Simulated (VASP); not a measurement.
Here is the system:

```xyz
6
Lattice="4.6084 0.0000 0.0000 0.0000 4.6084 0.0000 0.0000 0.0000 2.9607" Properties=species:S:1:pos:R:3 pbc="T T T"
Ti     0.0000     0.0000     0.0000
Ti     2.3042     2.3042     1.4803
O      1.4031     1.4031     0.0000
O      3.7073     0.9011     1.4803
O      0.9011     3.7073     1.4803
O      3.2053     3.2053     0.0000
```

Calculation: PBE GGA with D4 dispersion, VASP's PBE PAW potentials (set 64) (plane waves; VASP). Numerical set-up: 520 eV cut-off, 5×5×7 Γ-centred mesh, Gaussian smearing of 0.050 eV, potentials Ti_sv O.

### Question
Predict the energy per atom (σ→0), band gap (on the k-mesh) with the smallest direct gap where there is one.

### Answer

band gap (on the k-mesh): 1.84 eV
smallest direct gap (on the k-mesh): 1.84 eV
energy per atom (σ→0): -9.149 eV/atom

Only differences to runs with the same potentials and settings are physical.

The compound is TiO2 in the rutile structure. It was relaxed first. The start is the result of an earlier pass.
